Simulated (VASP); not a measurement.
Input of a VASP 6.6.1 run:

Contents of INCAR:

```
  PREC = Accurate
  ENCUT = 520
  EDIFF = 1E-6
  ISMEAR = -1
  SIGMA = 0.05
  LREAL = F
  LASPH = T
  NELM = 60
  ALGO = Fast
  ISIF = 2
  LWAVE = F
  LCHARG = T
  GGA = PE
  LELF = T
  LVHAR = T
  NBANDS = 49
```

KPOINTS

```
regular mesh
0
Gamma
  3 3 3
```

POSCAR

```
CsZn4F3
1.0
    4.9061400000     -0.7422880000     -0.5927100000
    0.0900550000      5.8536100000     -0.0165780000
    0.7515520000      0.9020120000      5.8913360000
Cs Zn F
1 4 3
Direct
    0.2974682305      0.5255625208      0.9575594009
    0.2804049385      0.0219380638      0.3554291421
    0.8810543343      0.9451776198      0.0584991026
    0.6410198052      0.7044941781      0.4364965694
    0.8127341490      0.1519998448      0.4574296070
    0.1220920084      0.0905200032      0.7336561342
    0.7620202734      0.2660832960      0.8355106830
    0.4775224448      0.0347983573      0.7235870124
```

Potentials or basis: VASP PAW PBE potentials, release 64 (Cs_sv, Zn, F).

Run with:

```bash
$ cat potpaw_PBE.64/Cs_sv/POTCAR potpaw_PBE.64/Zn/POTCAR potpaw_PBE.64/F/POTCAR > POTCAR
$ mpirun -np 1 vasp_std > vasp.out
```

Task: Estimate the band gap on the k mesh.

Result: 0.09 eV, indirect (least direct gap 0.20 eV).

Task: Predict the largest force.

Result: 5.157 eV/Å.

Stress tensor (GPa, compression positive):
```
 8.26  0.31 -1.80
 0.31  2.94  2.61
-1.80  2.61 -5.11
```

Caveat: the k mesh is coarse (spacing up to 0.42 Å⁻¹), so the values aren't converged; spin-orbit coupling is left out, which moves the levels of the heavy elements. A hybrid or GW would open this gap; PBE tends to underestimate it.
